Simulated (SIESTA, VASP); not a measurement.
VASP ran on this input.

**KPOINTS**
```
Automatic mesh
0
Gamma
7 7 7
0 0 0
```

**POSCAR**
```
Tl3VSe4
1
   -3.9193700000     3.9193700000     3.9193700000
    3.9193700000    -3.9193700000     3.9193700000
    3.9193700000     3.9193700000    -3.9193700000
V Tl Se
1 3 4
Direct
  0.0000000000   0.0000000000   0.0000000000
  0.5000000000   0.5000000000   0.0000000000
  0.0000000000   0.5000000000   0.5000000000
  0.5000000000   0.0000000000   0.5000000000
  0.6637800000   0.6637800000   0.6637800000
  0.3362200000   0.0000000000   0.0000000000
  0.0000000000   0.0000000000   0.3362200000
  0.0000000000   0.3362200000   0.0000000000
```

**INCAR**
```
ALGO=Normal
EDIFF=1E-6
ENCUT=300
ISIF=2
ISMEAR=-1
LASPH=.True.
LCHARG=.False.
LMAXMIX=4
LREAL=.False.
LWAVE=.False.
NELM=100
PREC=Accurate
SIGMA=0.01
SYSTEM=Tl3VSe4
```

POTCAR, in this order: V_sv Tl_d Se (LDA.64 set). Program: vasp_std.

Translate it to SIESTA.

One input that does it (LDA PW92, numerical atomic orbitals DZP, PseudoDojo LDA standard norm-conserving potentials (rewritten from UPF to PSML)):
```
# files in the folder: V.psml Tl.psml Se.psml (PseudoDojo LDA standard)
SystemName  Tl3VSe4
SystemLabel tl3vse4

NumberOfAtoms                8
NumberOfSpecies              3
%block ChemicalSpeciesLabel
  1 23 V
  2 81 Tl
  3 34 Se
%endblock ChemicalSpeciesLabel
LatticeConstant              6.788548 Ang
%block LatticeVectors
    -0.577350267    0.577350267    0.577350267
     0.577350267   -0.577350267    0.577350267
     0.577350267    0.577350267   -0.577350267
%endblock LatticeVectors
AtomicCoordinatesFormat      Fractional
%block AtomicCoordinatesAndAtomicSpecies
     0.000000000    0.000000000    0.000000000  1
     0.500000000    0.500000000    0.000000000  2
     0.000000000    0.500000000    0.500000000  2
     0.500000000    0.000000000    0.500000000  2
     0.663780000    0.663780000    0.663780000  3
     0.336220000    0.000000000    0.000000000  3
     0.000000000    0.000000000    0.336220000  3
     0.000000000    0.336220000    0.000000000  3
%endblock AtomicCoordinatesAndAtomicSpecies

XC.functional                LDA
XC.authors                   PW92
PAO.BasisSize                DZP
PAO.EnergyShift              0.005 Ry
MeshCutoff                   350 Ry
%block kgrid.MonkhorstPack
    7   0   0  0.0
    0   7   0  0.0
    0   0   7  0.0
%endblock kgrid.MonkhorstPack
OccupationFunction           FD
ElectronicTemperature        10.0 meV

MaxSCFIterations             150
SCF.Mixer.Method             Broyden
SCF.Mixer.Weight             0.25
SCF.Mixer.History            8
SCF.DM.Tolerance             1.0E-04
Diag.ParallelOverK           true
WriteForces                  true
```
Both inputs were run and reached self-consistency, which says nothing on mesh or cut-off. Potentials, basis and cut-offs are each code's own, so they don't translate, and total energies aren't comparable.

VASP's LDA is the Perdew-Zunger fit; the other code's may be Perdew-Wang, which differs slightly.

The structure comes from a computed database's Tl3VSe4 entry (I-43m); how it stands against other phases isn't given here. The cell was not relaxed at this level, and it may have been scaled.
